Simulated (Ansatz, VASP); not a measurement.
## MgSb4Se: VASP beside Ansatz

File INCAR:

```
PREC     = Accurate       # precision mode
ENCUT    = 520            # plane-wave cutoff, eV
EDIFF    = 1E-6           # SCF threshold, eV
ISMEAR   = 0              # smearing method
SIGMA    = 0.1            # smearing width, eV
LREAL    = F              # projectors in reciprocal space
LASPH    = T              # aspherical terms in the spheres
NELM     = 100            # most SCF steps
ALGO     = Normal         # electronic algorithm
ISIF     = 2              # what is computed and relaxed
LWAVE    = F              # write WAVECAR
LCHARG   = F              # write CHGCAR
GGA      = PE             # functional
NBANDS   = 23             # bands
```

Contents of KPOINTS:

```
regular mesh
0
Gamma
  4 4 4
```

The input POSCAR:

```
MgSb4Se
1.0
    0.0000000000      4.4189736900      4.4189736900
    4.4189736900      0.0000000000      4.4189736900
    4.4189736900      4.4189736900      0.0000000000
Mg Sb Se
1 4 1
Direct
    0.0000000000      0.0000000000      0.0000000000
    0.8740740100      0.3753086600      0.3753086600
    0.3753086600      0.3753086600      0.3753086600
    0.3753086600      0.8740740100      0.3753086600
    0.3753086600      0.3753086600      0.8740740100
    0.7500000000      0.7500000000      0.7500000000
```

Input for Ansatz:

```yaml
crystal:
  lattice:
    - [0.0, 4.41897369, 4.41897369]
    - [4.41897369, 0.0, 4.41897369]
    - [4.41897369, 4.41897369, 0.0]
  atoms:
    - { symbol: Mg, position: [0.0, 0.0, 0.0] }
    - { symbol: Sb, position: [0.87407401, 0.37530866, 0.37530866] }
    - { symbol: Sb, position: [0.37530866, 0.37530866, 0.37530866] }
    - { symbol: Sb, position: [0.37530866, 0.87407401, 0.37530866] }
    - { symbol: Sb, position: [0.37530866, 0.37530866, 0.87407401] }
    - { symbol: Se, position: [0.75, 0.75, 0.75] }
basis:
  ecutwfc: 420
kpoints:
  mp_grid: { grid: [4, 4, 4] }
hamiltonian:
  xc: pbe
scf:
  occupations: { method: gaussian, width: 0.1 }
  lower_state_search: "off"
output:
  forces: true
  stress: true
  eigenvalues: true
```

Change from the starting cell: species swapped into the CeLuAl4 type (F-43m, No. 216).

Alike in both runs: task single point; functional PBE; k mesh 4 × 4 × 4; occupations gaussian, width 0.1 eV; no spin polarisation.

|  | VASP | Ansatz |
| --- | --- | --- |
| version | VASP 6.6.1 | Ansatz 0.2.0 |
| potentials or method | VASP PAW PBE potentials, release 64 (Mg, Sb, Se) | scalar-relativistic, plane waves, PAW |
| plane-wave cutoff (eV) | 520 | 420 |
| valence electrons in the cell | 28 | 86 |

```csv
,VASP,Ansatz,Ansatz less VASP
gap on the k mesh at the Fermi level (eV),none,none,-
pressure (GPa),-1.7,-1.6,+0.06
rms of the force components (eV/Å),0.167,0.164,-0.0023
```

Atom by atom the forces differ by 0.002 eV/Å (rms over components). A gap of «none» marks a metal or a gap that the smearing closes. The two sets of potentials don't hold the same shells in valence.

The runs have no spin-orbit coupling, so splittings on Sb are missing.
